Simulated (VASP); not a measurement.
The input files of a VASP run:

INCAR:
```
EDIFFG = -0.02
EDIFF = 1E-6
LCHARG = F
ALGO = Normal
SIGMA = 0.1   ! width (eV)
PREC = Accurate
LASPH = T   ! aspherical one-centre terms
SYSTEM = Te
NELM = 100
NSW = 60
ISIF = 3
ISMEAR = 1   ! Methfessel-Paxton
IBRION = 2
LMIXTAU = T
METAGGA = R2SCAN
ENCUT = 400   ! plane-wave cut-off (eV)
LWAVE = F
LMAXMIX = 4   ! l cut-off of mixed one-centre charges
LREAL = F   ! projection in real space or not
```

### KPOINTS
```
Automatic mesh
0
Gamma
8 8 5
0 0 0
```

POSCAR:
```
Te
1
    3.7296334851    -2.1261035597     0.0052904239
    3.7296334851     2.1261035597     0.0052904239
   -0.0836752957     0.0000000000     5.9254220875
Te
3
Direct
  0.6872418416   0.6872418416   0.6617680898
  0.3127581584   0.3127581584   0.3382319102
  0.0000000000   0.0000000000   0.0000000000
```

POTCAR, in this order: Te (PBE.64 set). Program: vasp_std.

Q: Translate this r2SCAN calculation to Ansatz.

A: One equivalent input (not run):
Ansatz 0.2 input:
```yaml
crystal:
  lattice:
    - [3.7296335, -2.1261036, 0.0052904]
    - [3.7296335, 2.1261036, 0.0052904]
    - [-0.0836753, 0.0000000, 5.9254221]
  atoms:
    - { symbol: Te, position: [0.6872418, 0.6872418, 0.6617681] }
    - { symbol: Te, position: [0.3127582, 0.3127582, 0.3382319] }
    - { symbol: Te, position: [0.0000000, 0.0000000, 0.0000000] }
kpoints:
  mp_grid: { grid: [8, 8, 5] }
hamiltonian:
  xc: r2scan
  pseudopotentials: { kind: paw }
scf:
  occupations: { method: methfessel_paxton, width: 0.1 }
  max_iter: 100
relax:
  max_steps: 60
  f_tol: 0.02
  cell: {}
output: { forces: true, stress: true, eigenvalues: true }
```
Limits of the translation: each code has its own PAW files, so the cut-off isn't converted (ENCUT is set for VASP's; basis.ecutwfc is left out, and Ansatz then takes the one that its files recommend); Ansatz stops its SCF on the density residual and VASP on the energy change (EDIFF).

The structure comes from a computed database's Te entry (C2/m); how it stands against other phases isn't given here. This run relaxes it. Symmetry was kept, so distortions that lower it aren't found. The start is the result of an earlier pass.
